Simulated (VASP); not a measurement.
# The defect Mg_Al in a supercell of MgAl2C2 (P-3m1), part 8 of 8

How easily does the defect Mg_Al form in MgAl2C2 (P-3m1)? The host is relaxed first, then a supercell is run with and without the defect. The start is a computed cell from the Materials Project.

VASP 6.6.1, plane waves and PAW; the level of theory is named at each step.

So far. Step 7 (The defect cell, spin collinear, charge 0): Levels at the Fermi energy are partly filled: the carrier is shared among close levels or spread over a band.

## 8. Relaxing the defect, charge -1 (continued)

Level of this step: PBEsol; plane waves and PAW (Mg, Al, C) (VASP).

Parts of OUTCAR (step 8):

```text
NELECT = 288

 ion  position               nearest neighbor table
   1  0.000  0.000  0.000-  55 2.49  90 2.49  87 2.49  58 2.49  63 2.49  82 2.49  23 2.81  51 2.81
                            20 2.81  54 2.81  31 2.81  43 2.81   3 3.38   5 3.38   9 3.38  18 3.38
   2  0.000  0.000  0.500-  57 2.49  88 2.49  56 2.49  89 2.49  65 2.49  80 2.49  21 2.81  53 2.81
                            52 2.81  22 2.81  29 2.81  45 2.81  11 3.36   6 3.38   4 3.38   8 3.38
   3  0.000  0.333  0.000-  82 2.49  79 2.49  62 2.49  86 2.49  55 2.49  59 2.49  43 2.81  46 2.81
                            47 2.81  23 2.81  27 2.81  24 2.87   1 3.38  14 3.38   9 3.38  16 3.38
   4  0.000  0.333  0.500-  60 2.48  80 2.49  81 2.49  84 2.49  57 2.49  61 2.49  45 2.81  44 2.81
                            26 2.81  49 2.81  21 2.81  25 2.81  11 3.35   2 3.38  15 3.38  17 3.38
   5  0.000  0.667  0.000-  63 2.49  59 2.49  66 2.49  83 2.49  90 2.49  86 2.49  31 2.81  28 2.81
                            27 2.81  50 2.81  51 2.81  47 2.81   1 3.38   7 3.38  12 3.38  18 3.38
   6  0.000  0.667  0.500-  65 2.49  64 2.49  61 2.49  85 2.49  88 2.49  84 2.49  29 2.81  25 2.81
                            30 2.81  48 2.81  53 2.81  49 2.81   2 3.38   8 3.38  17 3.38   4 3.38
   7  0.333  0.000  0.000-  66 2.49  67 2.49  63 2.49  75 2.49  58 2.49  70 2.49  28 2.81  35 2.81
                            31 2.81  42 2.81  20 2.81  32 2.81   5 3.38   9 3.38  12 3.38   1 3.38
   8  0.333  0.000  0.500-  64 2.49  69 2.49  65 2.49  77 2.49  56 2.49  68 2.49  30 2.81  33 2.81
                            29 2.81  40 2.81  22 2.81  34 2.81  13 3.34   6 3.38   2 3.38  17 3.38
   9  0.333  0.333  0.000-  58 2.49  55 2.49  62 2.49  67 2.49  74 2.49  71 2.50  24 2.79  20 2.81
                            23 2.81  35 2.81  38 2.81  36 2.82   1 3.38   7 3.38   3 3.38  12 3.38
  10  0.442  0.558  0.323-  60 2.00  76 2.01  72 2.03  71 2.15  24 2.51  39 2.53  36 2.62  13 2.81
                            11 2.82  19 2.83  25 3.34  40 3.34  21 3.37  52 3.38  33 3.41  48 3.41
  11  0.330  0.332  0.498-  60 2.46  56 2.47  57 2.49  72 2.50  73 2.52  69 2.53  21 2.77  33 2.80
                            26 2.82  22 2.82  10 2.82  37 2.85   4 3.35   2 3.36  19 3.37   8 3.38
  12  0.333  0.667  0.000-  75 2.49  59 2.49  66 2.49  62 2.49  78 2.49  71 2.50  42 2.81  38 2.81
                            27 2.81  28 2.81  24 2.81  39 2.82   7 3.38   5 3.38   3 3.38  14 3.38
  13  0.339  0.673  0.501-  76 2.44  77 2.44  64 2.49  73 2.50  61 2.53  60 2.57  41 2.77  40 2.77
[...]
89  0.778  0.889  0.635-  45 2.00  53 2.00  41 2.00  54 2.19   2 2.49  15 2.49  19 2.51
  90  0.889  0.778  0.865-  50 2.00  54 2.00  31 2.00  53 2.19   1 2.49  18 2.49   5 2.49

 E-fermi :   6.9348

 k-point     1 :       0.0000    0.0000    0.0000
  band No.  band energies     occupation
    ...
    140       6.2658      2.00000
    141       6.2661      2.00000
    142       6.4687      2.00000
    143       6.5325      2.00000
    144       6.5333      2.00000
    145       9.0154      0.00000
    146       9.0158      0.00000
    147       9.2372      0.00000
    148       9.2387      0.00000
    149       9.2445      0.00000
    ...

  Total        8.8110886      8.7370727      4.0808987     -0.0023713     -0.0412913     -0.0150118
  in kB       13.7689971     13.6533332      6.3771783     -0.0037056     -0.0645254     -0.0234587
  external PRESSURE =      11.2665029 kB  Pullay stress =       0.0000000 kB

 POSITION                                       TOTAL-FORCE (eV/Angst)
 -----------------------------------------------------------------------------------
      0.00089      0.00338      0.00586        -0.004426     -0.004224     -0.003226
      5.06049      8.77261      5.76313         0.004893      0.004539     -0.004325
     -1.67887      2.92916      0.01053        -0.000029      0.007702      0.012187
     -1.67671      2.93109      5.73701        -0.008881     -0.001922      0.009054
      6.75218      5.84938      0.00522         0.001893      0.001789      0.001148
      6.75491      5.84652      5.76261        -0.001992      0.004554     -0.001847
     -1.68816      8.77135      0.00595         0.000028      0.006338     -0.002086
      3.37684      0.00729      5.76198         0.003798     -0.011665      0.001325
      1.69117      2.95174      0.00702        -0.003964      0.000780     -0.000681
      1.68699      4.87528      3.79943         0.000527      0.005303      0.007923
      1.68420      2.92819      5.74920         0.003071     -0.008209      0.005663
      0.02020      5.83451      0.00691         0.001871     -0.000617     -0.006702
      0.00237      5.85333      5.74942        -0.004670      0.000635      0.002893
      1.68677      8.76397      0.00999        -0.000839     -0.008050      0.014406
      1.68823      8.76175      5.73856         0.001823      0.007582      0.001069
      5.05541      2.93395      0.01087        -0.002035     -0.004461      0.009202
      5.05164      2.93227      5.73749         0.009576     -0.006927      0.009673
      3.35384      5.84054      0.00777        -0.002558     -0.007215     -0.004681
      3.37365      5.84431      5.75052         0.006288      0.011367     -0.000038
      1.68820      0.98226      2.02115        -0.000759     -0.003984     -0.002809
     -0.01180      1.95100      3.75362        -0.002135     -0.009343     -0.000100
      1.68717      0.97504      7.78538        -0.001341     -0.006551     -0.000459
      0.00043      1.95032      9.51550        -0.001916      0.003044     -0.001886
      0.01415      3.90677      2.04041        -0.004316      0.001229      0.003707
[...]
-----------------------------------------------------------------------------------
    total drift:                                0.015844     -0.007421     -0.008175

  FREE ENERGIE OF THE ION-ELECTRON SYSTEM (eV)
  ---------------------------------------------------
  free  energy   TOTEN  =      -522.2195734642 eV

  energy  without entropy=     -522.2195734642  energy(sigma->0) =     -522.21957346

[... 6 parts as in an earlier step ...]

[... 6 further parts left out ...]
```

Step by step:

```csv
step,energy less that of the first step (eV),largest force (eV/Å)
1,0.0000,2.0059
2,-0.5363,0.5572
3,-0.5400,0.5549
4,-0.6094,0.1962
5,-0.6120,0.1340
6,-0.6219,0.0977
7,-0.6231,0.0922
8,-0.6272,0.0628
9,-0.6284,0.0635
10,-0.6304,0.0398
11,-0.6308,0.0373
12,-0.6318,0.0172
```

The atoms that moved most (Å):

```csv
atom,dx,dy,dz,length
C72,0.097,-0.054,0.057,0.125
C71,0.013,0.012,-0.111,0.112
C60,-0.083,-0.022,0.053,0.101
C76,0.016,0.094,0.029,0.100
Al36,-0.035,-0.064,0.050,0.088
Mg10,0.036,-0.016,0.077,0.087
Mg13,-0.018,-0.055,-0.025,0.063
Al24,-0.047,-0.012,0.000,0.049
```

Numbers from this step:

```
electronic cycles   : 87
electrons           : 288
free energy (TOTEN) : -522.2196 eV
Fermi energy        : 6.935 eV
```

The run ended after 12 ionic steps, 0.632 eV below its first step, once the forces on the free atoms met EDIFFG = -0.03.

The 4 first neighbours (C) lie 2.05 Å from the site on average (2.00 to 2.19) in the perfect crystal and 2.16 Å on average from the atom on it after the relaxation (+5.3 %, spread from 2.10 to 2.34 Å).

## 9. Formation energies

This step: point defect, PBEsol; plane waves and PAW (VASP 6.6.1).

No new run; the numbers come from the runs before.

This step gave:

```yaml
formation_energy_of_the_neutral_defect: 1.966 eV
gap_of_the_perfect_supercell_on_its_mesh: 1.860 eV
dielectric_constant_in_the_correction: 22.52
```

Formation energy by charge state (Al from its element, Mg from its element; gap 1.86 eV):

```csv
charge,at valence top (eV),at conduction bottom (eV),correction included (eV)
0,1.97,1.97,0.00
−1,2.01,0.15,0.06
```

(Fermi level (eV), lowest formation energy (eV)): (0.00, 1.97), (0.17, 1.84), (0.34, 1.67), (0.51, 1.50), (0.68, 1.33), (0.84, 1.16), (1.02, 0.99), (1.18, 0.82), (1.35, 0.65), (1.52, 0.48), (1.69, 0.32), (1.86, 0.15)

The formation energy is the energy of the relaxed defect cell less that of the perfect cell, with each removed atom booked to its reference and each added atom taken from it. For charge q, q times the Fermi level (the perfect cell's valence-band top plus E_F) and an image-charge term are added.

References, in eV an atom: Al -4.099 (crystal Fm-3m) and Mg -1.721 (crystal P6_3/mmc). They were run at the supercell's cutoff and functional, without U, and count both elements from their own phases.

By charge state:

```csv
charge,"formation energy, Fermi level at the valence-band top (eV)",of which image charge (eV),shift of the far core potentials (eV),moment (μB),largest move from the displaced start (Å)
-1,2.007,0.061,-0.103,no spin,0.13
0,1.966,0.000,-0.106,0.01,0.15
```

The image-charge term is the point-charge Madelung energy over a dielectric constant of 22.52 (electrons and ions), scaled by 1 − (1 − 1/ε)/3. The potential shift aligns the single-particle levels and is not added to the energies; levels within 0.4 eV of an edge, or in cells whose shift exceeds 0.2 eV, are left out, since at this cell size they may be band states; some may be the defect's own. The shift reaches 0.11 eV here; since it is left out, levels between charges can be wrong by as much, and with them the order of the charges.

Levels between neighbouring charges run, above the valence-band top: (0/-1) at 0.04 eV. The gap of the perfect cell on its mesh is 1.86 eV; a level outside it means that one of its two charges is never the lower one for a Fermi level in the gap.

## 10. Summary of results

```json
{"formation energy at charge -1": "2.007 eV", "formation energy at charge 0": "1.966 eV", "gap of the perfect supercell, on its mesh": "1.86 eV"}
```

In words: The defect Mg_Al costs 2.01 eV at charge -1 and 1.97 eV at charge 0 with the Fermi level at the valence-band top, with every exchanged atom at the energy of its element. At charge 0: The 4 first neighbours (C) lie 2.05 Å from the site on average (2.00 to 2.19) in the perfect crystal and 2.16 Å on average from the atom on it after the relaxation (+5.3 %, spread from 2.10 to 2.34 Å). At charge -1: The 4 first neighbours (C) lie 2.05 Å from the site on average (2.00 to 2.19) in the perfect crystal and 2.16 Å on average from the atom on it after the relaxation (+5.3 %, spread from 2.10 to 2.34 Å). With the Fermi level at the valence-band top the lowest of the charge states run is 0, and at the conduction-band bottom -1. Semilocal functionals make the gap too small, so transition levels near the band edges are uncertain. At charge 0 the unpaired carrier holds well under 1 μB and is spread over several levels, so that state is not a localised one at this level and the charge correction does not strictly apply between it and its neighbours. The supercell of 90 atoms is small, so interactions between images remain.

[Lines on the potential files, build, host, timing and source positions are cut from VASP's logs without a mark.]

[Logs are printed without paths, hosts, clocks, repeated set-up lines and the standing remarks that a program may print on its own settings, such as how far it seeks lower states.]

[Hosts, paths, dates, database ids (printed as entryN), source tags and the programs' standing remarks are cut or masked in the printed files.]

[In band tables of VASP the shares of atoms and orbitals are scaled to a sum of 1 inside the atoms' spheres.]

[Runs that stopped without an error message from VASP are left out.]
